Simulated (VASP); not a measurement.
An input for Quantum ESPRESSO's pw.x (written as the equivalent of a VASP run, and not itself run):

```
&CONTROL
  calculation = 'vc-relax'
  pseudo_dir = './pseudo'
  outdir = './out'
  tprnfor = .true.
  tstress = .true.
  nstep = 40
  forc_conv_thr = 0.00078
/
&SYSTEM
  ibrav = 0
  nat = 2
  ntyp = 1
  ecutwfc = 84
  occupations = 'smearing'
  smearing = 'methfessel-paxton'
  degauss = 0.00735
  input_dft = 'pz'
/
&ELECTRONS
  conv_thr = 7.3e-08
  electron_maxstep = 100
/
&IONS
/
&CELL
  press = 300
/
ATOMIC_SPECIES
  Ti 47.867 Ti.upf
CELL_PARAMETERS angstrom
     1.3416177   -2.3237502    0.0000000
     1.3416177    2.3237502    0.0000000
     0.0000000    0.0000000    4.3134112
ATOMIC_POSITIONS crystal
  Ti   0.3333330  0.6666670  0.2500000
  Ti   0.6666670  0.3333330  0.7500000
K_POINTS automatic
  16 16 9 0 0 0
```

**Question.** Write the VASP files for the same calculation (LDA).

**Answer.** Several could match; the one computed here: 
File KPOINTS:
```
Automatic mesh
0
Gamma
16 16 9
0 0 0
```

POSCAR:
```
Ti
1
    1.3416177340    -2.3237502138     0.0000000000
    1.3416177340     2.3237502138     0.0000000000
    0.0000000000     0.0000000000     4.3134112009
Ti
2
Direct
  0.3333330000   0.6666670000   0.2500000000
  0.6666670000   0.3333330000   0.7500000000
```

**INCAR**
```
SYSTEM=Ti
PREC=Accurate; ENCUT=500; LREAL=.FALSE.
LASPH=.TRUE.
EDIFF=1E-6; NELM=100; ALGO=Normal
LMAXMIX=4
ISMEAR=1; SIGMA=0.1
IBRION=2; NSW=40; ISIF=3
EDIFFG=-0.02; PSTRESS=300
LWAVE=.FALSE.; LCHARG=.FALSE.
```

POTCAR, in this order: Ti_sv (LDA.64 set). Program: vasp_std.

What does not carry over: the potentials are each code's own (VASP's PAW set, PseudoDojo norm-conserving files in pw.x), so ENCUT and ecutwfc are chosen apart and not converted; conv_thr bounds pw.x's estimated SCF error, while EDIFF bounds the energy change between steps; forc_conv_thr acts on force components and is met together with etot_conv_thr.

The compound is Ti in the hcp structure. This run relaxes it under an external pressure of 30 GPa. Symmetry was kept, so distortions that lower it aren't found.
